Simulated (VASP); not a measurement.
# SrCl2 with r2SCAN: from relaxation to properties

What structure does SrCl2 take at this level, and what are its properties? The steps: full relaxation (r2SCAN), single point with fields (r2SCAN), bands along the symmetry lines (r2SCAN), total and projected DOS (r2SCAN), volume scan with r2SCAN, fit for r2SCAN, vibrations at Γ (r2SCAN) and bands along the symmetry lines (r2SCAN) with a changed input. The start is a cell from a database of measured crystal structures.

Method: r2SCAN; plane waves and PAW (Sr_sv, Cl), in VASP 6.6.1.

Report form: the programs' logs are mostly left out.

## Step 1: The structure

Before any relaxation, the start is as follows. It takes space group Fm-3m (No. 225, cubic). Conventional cell: a = 6.977 Å, b = 6.977 Å, c = 6.977 Å, α = 90.00°, β = 90.00°, γ = 90.00°. Nearest to Sr lie 8 Cl at 3.02 Å. Nearest to Cl lie 4 Sr at 3.02 Å. Farther neighbours and most contacts between anions are not listed.

As a file:

```cif
data_structure
_symmetry_space_group_name_H-M 'P 1'
_symmetry_Int_Tables_number 1
_cell_length_a 4.9333
_cell_length_b 4.9333
_cell_length_c 4.9333
_cell_angle_alpha 60.000
_cell_angle_beta 60.000
_cell_angle_gamma 60.000
_cell_volume 84.90
loop_
_atom_site_label
_atom_site_type_symbol
_atom_site_fract_x
_atom_site_fract_y
_atom_site_fract_z
_atom_site_occupancy
Sr1 Sr 0.00000 0.00000 0.00000 1
Cl2 Cl 0.25000 0.25000 0.25000 1
Cl3 Cl 0.75000 0.75000 0.75000 1
```

## Step 2: Full relaxation (r2SCAN)

The start need not lie at this functional's minimum. ISIF = 3 frees volume, shape and positions, and EDIFFG sets the threshold on forces and stress at which the search stops. r2SCAN adds the kinetic-energy density, costs more than a GGA and is run with LASPH.

File INCAR:

```
SYSTEM = SrCl2
PREC = Accurate
ENCUT = 400
EDIFF = 1E-06
NELM = 100
ISMEAR = 0
SIGMA = 0.05
LREAL = .FALSE.
ALGO = Normal
METAGGA = R2SCAN
LASPH = .TRUE.
NBANDS = 18
LORBIT = 11
LWAVE = .FALSE.
LCHARG = .FALSE.
KPAR = 2
IBRION = 2
NSW = 60
ISIF = 3
EDIFFG = -0.01
```

File POSCAR:

```
SrCl2
1.0
    0.0000000000      3.4883500000      3.4883500000
    3.4883500000      0.0000000000      3.4883500000
    3.4883500000      3.4883500000      0.0000000000
Sr Cl
1 2
Direct
    0.0000000000      0.0000000000      0.0000000000
    0.2500000000      0.2500000000      0.2500000000
    0.7500000000      0.7500000000      0.7500000000
```

File KPOINTS:

```
Automatic mesh
0
Gamma
7 7 7
0 0 0
```

PAW data sets: Sr_sv and Cl (PBE family, release 64).

Started as:

```console
$ mpirun -np 2 vasp_std
```

The job ended after 2.6 min (2 MPI ranks of AMD EPYC 7R43, shared host; peak memory 0.3 GiB; 5.2 min of CPU time).

The gap is read on the k-mesh alone, so it is an upper bound where the band edges lie off the mesh, and a coarse mesh can show a gap where there is none. The PAW data sets were made with PBE, which is usual practice but a small mismatch for other functionals. The run keeps the 48 symmetry operations of its start, so it cannot find a distortion of lower symmetry.

Step by step:

| step | energy less that of the first step (eV) | largest force (eV/Å) | pressure (GPa) | volume (Å³) |
| --- | --- | --- | --- | --- |
| 1 | 0.0000 | 0.0000 | 0.30 | 84.90 |
| 2 | -0.0006 | 0.0000 | 0.01 | 85.55 |

| conventional cell, symmetrised | before | after | change |
| --- | --- | --- | --- |
| a (Å) | 6.977 | 6.994 | +0.3 % |
| b (Å) | 6.977 | 6.994 | +0.3 % |
| c (Å) | 6.977 | 6.994 | +0.3 % |
| volume (Å³/atom) | 28.30 | 28.52 | +0.8 % |

Final coordinates:

```cif
data_structure
_symmetry_space_group_name_H-M 'P 1'
_symmetry_Int_Tables_number 1
_cell_length_a 4.9458
_cell_length_b 4.9458
_cell_length_c 4.9458
_cell_angle_alpha 60.000
_cell_angle_beta 60.000
_cell_angle_gamma 60.000
_cell_volume 85.55
loop_
_atom_site_label
_atom_site_type_symbol
_atom_site_fract_x
_atom_site_fract_y
_atom_site_fract_z
_atom_site_occupancy
Sr1 Sr 0.00000 0.00000 0.00000 1
Cl2 Cl 0.25000 0.25000 0.25000 1
Cl3 Cl 0.75000 0.75000 0.75000 1
```

This step gave:

```yaml
electrons: 24
bands: 18
irreducible_k_points: 20
symmetry_operations: 48
free_energy_toten: -35.69 eV
fermi_energy: -0.0081 eV
pressure: 0.007947 GPa
metallic_judged_on_the_points_sampled: no
valence_top_at_k: -0.4286, 0.4286, 0
conduction_bottom_at_k: 0, 0, 0
least_direct_gap_at_k: 0.4286, 0.4286, 0
scf_cycles_over_all_ionic_steps: 21
gap_on_the_k_mesh: 5.970 eV
least_direct_gap_on_the_k_mesh: 6.194 eV
```

It ends with forces that vanish by symmetry and a pressure of 0.01 GPa. The volume lies +0.8 % from that of the database's start.

## Step 3: Single point with fields (r2SCAN)

The relaxed cell gets a fresh self-consistent run, on a basis set for its own volume, to fix the density and to check the remaining stress.

INCAR: that of step 2 with these lines changed.

```diff
@@ -14,7 +14,5 @@
 LWAVE = .FALSE.
-LCHARG = .FALSE.
-KPAR = 2
-IBRION = 2
-NSW = 60
-ISIF = 3
-EDIFFG = -0.01
+LCHARG = .TRUE.
+ISIF = 2
+LELF = .TRUE.
+LVHAR = .TRUE.
```

File POSCAR:

```
SrCl2
1.0
    0.0000000000      3.4972255284      3.4972255284
    3.4972255284      0.0000000000      3.4972255284
    3.4972255284      3.4972255284      0.0000000000
Sr Cl
1 2
Direct
    0.0000000000      0.0000000000      0.0000000000
    0.2500000000      0.2500000000      0.2500000000
    0.7500000000      0.7500000000      0.7500000000
```

KPOINTS is that of step 2.

Started as:

```console
$ mpirun -np 2 vasp_std
```

It took 86 s on 2 MPI ranks; peak memory 0.25 GiB; 2.8 min of CPU time.

Numbers from this step:

```yaml
scf_cycles: 14
fermi_energy: -0.008 eV
pressure: 0.004998 GPa
```

Valence electrons inside each PAW sphere by angular momentum. Sphere charges, by row:

| atom | s (e) | p (e) | d (e) | tot (e) |
| --- | --- | --- | --- | --- |
| Sr1 | 1.995 | 5.856 | 0.136 | 7.987 |
| Cl2 | 1.599 | 3.613 | 0 | 5.212 |
| Cl3 | 1.599 | 3.613 | 0 | 5.212 |

Electrostatic potential energy in the ac plane of a cell with a along [110], b along [-110] and c along [001] of the cube at fractional y = 0.000, with atoms of Sr and Cl within 0.2 Å of it. With pseudopotentials it is smooth inside the atoms' cores, unlike the true potential.

Ten even steps from '0' (-81 eV) to '9' (7 eV), each cell a mean:
```
6678999999987666789999999876
7789999999987777899999999877
8899986689998888999866899988
9999951038999999999510389999
9999830017999999998300179999
9999951038999999999510389999
9999986679999999999866799999
9999999999999999999999999999
9999999999999999999999999999
9999999999999999999999999999
9999999999999999999999999999
9999998899999999999988999999
9999974359999999999743599999
9999940017999999999400179999
9999940017999999999400179999
8999973258999889999732589998
7889998899998778899988999987
6788999999987667889999999876
5678999999987656789999999876
```
Columns run along a (9.9 Å; values clipped at the 3rd and 97th percentile), rows up along c (7.0 Å), edges of the conventional cell, whose origin can differ from the input's. Atoms in or near the plane, at fractional coordinates: Sr at (0.00, 0.00), Sr at (0.50, 0.00), Cl at (0.25, 0.25), Cl at (0.75, 0.25), Cl at (0.25, 0.75), Cl at (0.75, 0.75).

Valence density in the ac plane of a cell with a along [110], b along [-110] and c along [001] of the cube at fractional y = 0.000, with atoms of Sr and Cl within 0.2 Å of it. It is the smooth field of the valence electrons, not physical close to the nuclei.

Ten even steps from '_' (0.0 e/Å³) to '@' (3.1 e/Å³), each cell a mean:
```
@@##--________________..++@@@@##--________________..++@@
**==..______....________--++**==..______....________--++
....______::----::..______......______::----::..______..
________..==++==++::________________..==++==++::________
________::==--..==--..______________::==--..==--..______
________..========::________________..========::________
__________::--==::..__________________::--==::..________
____________....________________________....____________
________________________________________________________
________________________________________________________
________________________________________________________
__________..::::..____________________..::::..__________
________..--======..________________..--======..________
________..==--::==--..______________..==--::==--..______
________::==--::++--..______________::==--::++--..______
________..--==++==::________________..--==++==::________
--::______..::::..______..----::______..::::..______..--
%%**::________________..==##%%**::________________..==##
@@%%==________________::**@@@@%%==________________::**@@
```
Columns run along a (9.9 Å), rows up along c (7.0 Å), edges of the conventional cell, whose origin can differ from the input's. Atoms in or near the plane, at fractional coordinates: Sr at (0.00, 0.00), Sr at (0.50, 0.00), Cl at (0.25, 0.25), Cl at (0.75, 0.25), Cl at (0.25, 0.75), Cl at (0.75, 0.75).

ELF in the ac plane of a cell with a along [110], b along [-110] and c along [001] of the cube at fractional y = 0.000, with atoms of Sr and Cl within 0.2 Å of it. It is the smooth field of the valence electrons, not physical close to the nuclei.

Ten even steps from '_' (0.00) to '@' (0.87), each cell a mean:
```
##%%%%--__..::::::....**@@####%%%%--__..::::::....**@@##
@@@@**..::##%%%%##++..==%%@@@@@@**..::##%%%%##++..==%%@@
##++::::##@@@@@@@@%%==..==####++::::##@@@@@@@@%%==..==##
..____++@@@@%%##@@@@##::__....____++@@@@%%##@@@@##::__..
____::##@@@@**==%%@@%%==________::##@@@@**==%%@@%%==____
____::**@@@@%%##@@@@%%==________::**@@@@%%##@@@@%%==____
____..++%%@@@@@@@@@@##--________..++%%@@@@@@@@@@##--____
______--++##%%%%%%**==..__________--++##%%%%%%**==..____
________..::----::..________________..::----::..________
______________..__________________________..____________
______..--==++**++==::____________..--==++**++==::______
____..==##%%@@@@@@%%++::________..==##%%@@@@@@%%++::____
____::**%%@@@@@@@@@@##==________::**%%@@@@@@@@@@##==____
____::##@@@@##++%%@@%%==________::##@@@@##++%%@@%%==____
____..**@@@@**++%%@@%%--________..**@@@@**++%%@@%%--____
==::..--%%@@@@@@@@@@**....--==::..--%%@@@@@@@@@@**....--
@@##==..++%%@@@@@@##::::**%%@@##==..++%%@@@@@@##::::**%%
%%@@##::..==****++::..++@@%%%%@@##::..==****++::..++@@%%
++%%@@==____....____..##@@##++%%@@==____....____..##@@##
```
Columns run along a (9.9 Å), rows up along c (7.0 Å), edges of the conventional cell, whose origin can differ from the input's. Atoms in or near the plane, at fractional coordinates: Sr at (0.00, 0.00), Sr at (0.50, 0.00), Cl at (0.25, 0.25), Cl at (0.75, 0.25), Cl at (0.25, 0.75), Cl at (0.75, 0.75).

In this run the pressure is 0.00 GPa, small enough to go on; single stress components reach 0.00 GPa.

## Step 4: Bands along the symmetry lines (r2SCAN)

Levels along the symmetry lines show where the bands peak and cross; KPOINTS_OPT computes them in the converged potential.

INCAR: that of step 3 with these lines changed.

```diff
@@ -11,8 +11,6 @@
 LASPH = .TRUE.
-NBANDS = 18
+NBANDS = 25
 LORBIT = 11
 LWAVE = .FALSE.
-LCHARG = .TRUE.
-ISIF = 2
-LELF = .TRUE.
-LVHAR = .TRUE.
+LCHARG = .FALSE.
+KPAR = 2
```

POSCAR is that of step 3.

KPOINTS is that of step 3.

File KPOINTS_OPT:

```
Line mode
16
Line-mode
Reciprocal
  0.00000000   0.00000000   0.00000000 GAMMA
  0.50000000   0.00000000   0.50000000 X

  0.50000000   0.00000000   0.50000000 X
  0.50000000   0.25000000   0.75000000 W

  0.50000000   0.25000000   0.75000000 W
  0.37500000   0.37500000   0.75000000 K

  0.37500000   0.37500000   0.75000000 K
  0.00000000   0.00000000   0.00000000 GAMMA

  0.00000000   0.00000000   0.00000000 GAMMA
  0.50000000   0.50000000   0.50000000 L

  0.50000000   0.50000000   0.50000000 L
  0.62500000   0.25000000   0.62500000 U

  0.62500000   0.25000000   0.62500000 U
  0.50000000   0.25000000   0.75000000 W

  0.50000000   0.25000000   0.75000000 W
  0.50000000   0.50000000   0.50000000 L

  0.50000000   0.50000000   0.50000000 L
  0.37500000   0.37500000   0.75000000 K

  0.62500000   0.25000000   0.62500000 U
  0.50000000   0.00000000   0.50000000 X
```

Started as:

```console
$ mpirun -np 2 vasp_std
```

It took 7.4 min on 2 MPI ranks; peak memory 0.31 GiB; 15 min of CPU time.

Numbers from this step:

| Item | Value |
| --- | --- |
| bands | 25 |
| pressure | 0.004275 GPa |
| least gap on mesh and path | 5.935 eV |
| least direct gap on mesh and path | 5.992 eV |
| valence top at k | 0.5, 0, 0.5 |
| least direct gap at k | 0.5, 0, 0.5 |

The electronic bands at the labelled points (eV, zero at the valence-band top; v1 is the highest filled band, c1 the lowest empty one):

| point | v4 | v3 | v2 | v1 | c1 | c2 | c3 | c4 |
| --- | --- | --- | --- | --- | --- | --- | --- | --- |
| Γ | -2.12 | -0.35 | -0.35 | -0.35 | 5.93 | 6.69 | 6.69 | 9.61 |
| 0.53 of the way | -1.83 | -1.08 | -0.34 | -0.34 | 6.57 | 7.33 | 7.46 | 8.72 |
| X | -1.90 | -0.39 | -0.39 | 0.00 | 5.99 | 7.76 | 8.20 | 8.68 |
| 0.47 of the way | -1.74 | -0.62 | -0.36 | -0.04 | 6.23 | 7.79 | 8.02 | 8.29 |
| W | -1.22 | -1.22 | -0.30 | -0.11 | 6.68 | 7.61 | 7.92 | 7.92 |
| 0.47 of the way | -1.49 | -0.95 | -0.37 | -0.11 | 6.55 | 7.74 | 7.86 | 8.11 |
| K | -1.74 | -0.71 | -0.54 | -0.11 | 6.43 | 7.83 | 7.90 | 8.28 |
| 0.47 of the way | -1.38 | -1.37 | -1.03 | -0.30 | 6.86 | 7.26 | 7.43 | 8.73 |
| Γ | -2.12 | -0.35 | -0.35 | -0.35 | 5.93 | 6.69 | 6.69 | 9.61 |
| 0.53 of the way | -1.73 | -0.96 | -0.68 | -0.68 | 7.07 | 7.09 | 7.09 | 8.49 |
| L | -1.47 | -1.33 | -1.06 | -1.06 | 7.28 | 7.28 | 8.22 | 8.22 |
| 0.53 of the way | -1.61 | -0.94 | -0.80 | -0.49 | 6.79 | 7.53 | 8.10 | 8.42 |
| U | -1.74 | -0.71 | -0.54 | -0.11 | 6.43 | 7.83 | 7.90 | 8.28 |
| 0.53 of the way | -1.49 | -0.95 | -0.37 | -0.11 | 6.55 | 7.74 | 7.86 | 8.11 |
| W | -1.22 | -1.22 | -0.30 | -0.11 | 6.68 | 7.61 | 7.92 | 7.92 |
| 0.53 of the way | -1.41 | -1.16 | -0.60 | -0.56 | 6.82 | 7.48 | 8.11 | 8.40 |
| L | -1.47 | -1.33 | -1.06 | -1.06 | 7.28 | 7.28 | 8.22 | 8.22 |
| 0.47 of the way | -1.60 | -0.97 | -0.86 | -0.57 | 6.86 | 7.48 | 8.13 | 8.45 |
| K | -1.74 | -0.71 | -0.54 | -0.11 | 6.43 | 7.83 | 7.90 | 8.28 |
| jump to U | -1.74 | -0.71 | -0.54 | -0.11 | 6.43 | 7.83 | 7.90 | 8.28 |
| 0.53 of the way | -1.87 | -0.47 | -0.43 | -0.02 | 6.11 | 7.77 | 8.12 | 8.45 |
| X | -1.90 | -0.39 | -0.39 | 0.00 | 5.99 | 7.76 | 8.20 | 8.68 |

Of the projections kept (Sr, Cl), the largest for each band there, as a share of the weight inside these atoms' spheres; weight between the spheres isn't counted:

| point | v4 | v3 | v2 | v1 | c1 | c2 | c3 | c4 |
| --- | --- | --- | --- | --- | --- | --- | --- | --- |
| Γ | Cl 0.94 | Cl 0.99 | Cl 0.99 | Cl 0.99 | Cl 0.62 | Sr 1.00 | Sr 1.00 | Sr 0.98 |
| X | Cl 0.95 | Cl 0.97 | Cl 0.97 | Cl 1.00 | Sr 0.89 | Sr 0.88 | Sr 1.00 | Sr 0.92 |
| W | Cl 0.96 | Cl 0.96 | Cl 0.97 | Cl 1.00 | Sr 0.76 | Sr 1.00 | Sr 0.89 | Sr 0.89 |
| K | Cl 0.96 | Cl 0.96 | Cl 0.97 | Cl 0.99 | Sr 0.82 | Sr 0.88 | Sr 0.97 | Sr 0.90 |
| Γ | Cl 0.94 | Cl 0.99 | Cl 0.99 | Cl 0.99 | Cl 0.62 | Sr 1.00 | Sr 1.00 | Sr 0.98 |
| L | Cl 0.97 | Cl 0.97 | Cl 0.97 | Cl 0.97 | Sr 0.97 | Sr 0.97 | Cl 0.90 | Sr 0.91 |

The path lowers the gap by 0.03 eV against the mesh alone, so a band edge lies off the mesh.

On this path the gap is indirect, 5.93 eV, with the valence top at X and the conduction bottom at Γ. The least direct gap is 5.99 eV.

## Step 5: Total and projected DOS (r2SCAN)

A density of states needs more k-points than a total energy, and tetrahedra (ISMEAR = -5) or a smearing that fits the mesh; LORBIT projects the states on the PAW spheres. The mesh is finer than in the run before.

INCAR: that of step 4 with these lines changed.

```diff
@@ -5,3 +5,3 @@
 NELM = 100
-ISMEAR = 0
+ISMEAR = -5
 SIGMA = 0.05
@@ -16 +16,2 @@
 KPAR = 2
+NEDOS = 2001
```

POSCAR is that of step 4.

File KPOINTS:

```
Automatic mesh
0
Gamma
10 10 10
0 0 0
```

Started as:

```console
$ mpirun -np 2 vasp_std
```

Wall time 2.7 min (2 MPI ranks); peak memory 0.36 GiB; 5.4 min of CPU time.

This step gave:

| Quantity | Value |
| --- | --- |
| irreducible k-points | 47 |
| Fermi energy | -0.2653 eV |
| pressure | 0.004312 GPa |
| valence top at k | 0.5, 0.5, 0 |
| least direct gap at k | 0.5, 0.5, 0 |
| gap on the k-mesh | 5.935 eV |
| least direct gap on the k-mesh | 5.992 eV |

The density of states has structure finer than the step of the table below, so its rows give means over 1 eV, whole bins alone (the curve runs from -12.0 to 10.0 eV). Peaks (eV: height): total -2.0: 10.1, -0.3: 8.84, 8.0: 6.11, 8.8: 5.89; Cl p -2.0: 5.50, -0.3: 6.00; Sr d 6.8: 1.13, 8.0: 2.46, 8.8: 2.75, 9.3: 1.53; Cl s 8.0: 0.272; Sr p -2.0: 0.113, -1.0: 0.0439, 8.0: 0.0538, 9.0: 0.0406.

States under -12.0 eV and over 10.0 eV are left out. Density of states against energy, zero at the valence-band top; means over each step; values in states/eV/cell:

| energy (eV) | total | Cl p | Sr d | Cl s | Sr p | Sr s |
| --- | --- | --- | --- | --- | --- | --- |
| -4 | 0 | 0 | 0 | 0 | 0 | 0 |
| -3 | 0.222 | 0.113 | 0.00124 | 1.8e-4 | 5.1e-4 | 0.00348 |
| -2 | 5.25 | 2.91 | 0.0663 | 0.00890 | 0.0529 | 0.0225 |
| -1 | 4.25 | 2.66 | 0.0425 | 0.00998 | 0.0347 | 0.00477 |
| 0 | 2.30 | 1.56 | 0.0215 | 0.00151 | 0.00881 | 3.0e-4 |
| 1 | 0 | 0 | 0 | 0 | 0 | 0 |
| 2 | 0 | 0 | 0 | 0 | 0 | 0 |
| 3 | 0 | 0 | 0 | 0 | 0 | 0 |
| 4 | 0 | 0 | 0 | 0 | 0 | 0 |
| 5 | 0 | 0 | 0 | 0 | 0 | 0 |
| 6 | 0.422 | 0.0185 | 0.0891 | 0.00557 | 0.00126 | 0.0102 |
| 7 | 3.05 | 0.105 | 0.963 | 0.0390 | 0.0135 | 0.0235 |
| 8 | 3.54 | 0.0688 | 1.45 | 0.117 | 0.0252 | 0.0158 |
| 9 | 3.98 | 0.300 | 1.69 | 0.0367 | 0.0306 | 0.0750 |

The gap on this mesh is 5.93 eV. In the top eV of the valence band the largest shares in the PAW spheres are Cl p 66 %. The rest lies in smaller channels or between the spheres.

## Step 6: Volume scan with r2SCAN

An equation of state needs energies on both sides of the minimum, all on one mesh and cutoff.

File INCAR:

```
SYSTEM = SrCl2
PREC = Accurate
ENCUT = 400
EDIFF = 1E-06
NELM = 100
ISMEAR = 0
SIGMA = 0.05
LREAL = .FALSE.
ALGO = Normal
METAGGA = R2SCAN
LASPH = .TRUE.
NBANDS = 18
LORBIT = 11
LWAVE = .FALSE.
LCHARG = .FALSE.
KPAR = 2
ISIF = 2
```

File POSCAR:

```
SrCl2
1.0
    0.0000000000      3.4258335467      3.4258335467
    3.4258335467      0.0000000000      3.4258335467
    3.4258335467      3.4258335467      0.0000000000
Sr Cl
1 2
Direct
    0.0000000000      0.0000000000      0.0000000000
    0.2500000000      0.2500000000      0.2500000000
    0.7500000000      0.7500000000      0.7500000000
```

File KPOINTS:

```
Automatic mesh
0
Gamma
7 7 7
0 0 0
```

Started as:

```console
$ mpirun -np 2 vasp_std
```

It took 75 s on 2 MPI ranks; peak memory 0.3 GiB.

The scan keeps the cell's shape and the fractional positions fixed.

This step gave:

```yaml
bands: 18
irreducible_k_points: 20
free_energy_toten: -35.64 eV
fermi_energy: 0.4498 eV
pressure: 2.699 GPa
valence_top_at_k: -0.4286, 0.4286, 0
conduction_bottom_at_k: 0.4286, 0.4286, 0
least_direct_gap_at_k: 0.4286, 0.4286, 0
gap_on_the_k_mesh: 6.063 eV
least_direct_gap_on_the_k_mesh: 6.176 eV
```

The pressure here is 2.70 GPa.

## Step 7: Volume scan with r2SCAN (run 2)

INCAR is that of step 6.

File POSCAR:

```
SrCl2
1.0
    0.0000000000      3.4499599299      3.4499599299
    3.4499599299      0.0000000000      3.4499599299
    3.4499599299      3.4499599299      0.0000000000
Sr Cl
1 2
Direct
    0.0000000000      0.0000000000      0.0000000000
    0.2500000000      0.2500000000      0.2500000000
    0.7500000000      0.7500000000      0.7500000000
```

KPOINTS is that of step 6.

Started as:

```console
$ mpirun -np 2 vasp_std
```

Run time: 65 s. Hardware: 2 MPI ranks; peak memory 0.29 GiB; 2.1 min of CPU time.

Numbers from this step:

```
free energy (TOTEN)            : -35.67 eV
Fermi energy                   : 0.2018 eV
pressure                       : 1.699 GPa
gap on the k-mesh              : 6.075 eV
least direct gap on the k-mesh : 6.184 eV
```

The pressure falls from 2.70 to 1.70 GPa.

The run ends at a pressure of 1.70 GPa.

## Step 8: Volume scan with r2SCAN (run 3)

INCAR is that of step 7.

File POSCAR:

```
SrCl2
1.0
    0.0000000000      3.4737535089      3.4737535089
    3.4737535089      0.0000000000      3.4737535089
    3.4737535089      3.4737535089      0.0000000000
Sr Cl
1 2
Direct
    0.0000000000      0.0000000000      0.0000000000
    0.2500000000      0.2500000000      0.2500000000
    0.7500000000      0.7500000000      0.7500000000
```

KPOINTS is that of step 7.

Started as:

```console
$ mpirun -np 2 vasp_std
```

Run time: 80 s. Hardware: 2 MPI ranks; peak memory 0.3 GiB; 2.5 min of CPU time.

The pressure falls from 1.70 to 0.81 GPa.

The run ends at a pressure of 0.81 GPa.

## Step 9: Volume scan with r2SCAN (run 4)

INCAR is that of step 8.

File POSCAR:

```
SrCl2
1.0
    0.0000000000      3.4972255284      3.4972255284
    3.4972255284      0.0000000000      3.4972255284
    3.4972255284      3.4972255284      0.0000000000
Sr Cl
1 2
Direct
    0.0000000000      0.0000000000      0.0000000000
    0.2500000000      0.2500000000      0.2500000000
    0.7500000000      0.7500000000      0.7500000000
```

KPOINTS is that of step 8.

Started as:

```console
$ mpirun -np 2 vasp_std
```

Elapsed: 80 s, on 2 MPI ranks; peak memory 0.29 GiB; 2.5 min of CPU time.

The pressure falls from 0.81 to 0.00 GPa.

The run ends at a pressure of 0.00 GPa.

(Continued in part 2 of 2.)

[Lines on the potential files, build, host, timing and source positions are cut from VASP's logs without a mark.]

[Logs are printed without paths, hosts, clocks, repeated set-up lines and the standing remarks that a program may print on its own settings, such as how far it seeks lower states.]

[Hosts, paths, dates, database ids (printed as entryN), source tags and the programs' standing remarks are cut or masked in the printed files.]

[A measured line is paired with the nearest computed mode of its activity, which favours agreement.]

[In band tables of VASP the shares of atoms and orbitals are scaled to a sum of 1 inside the atoms' spheres.]
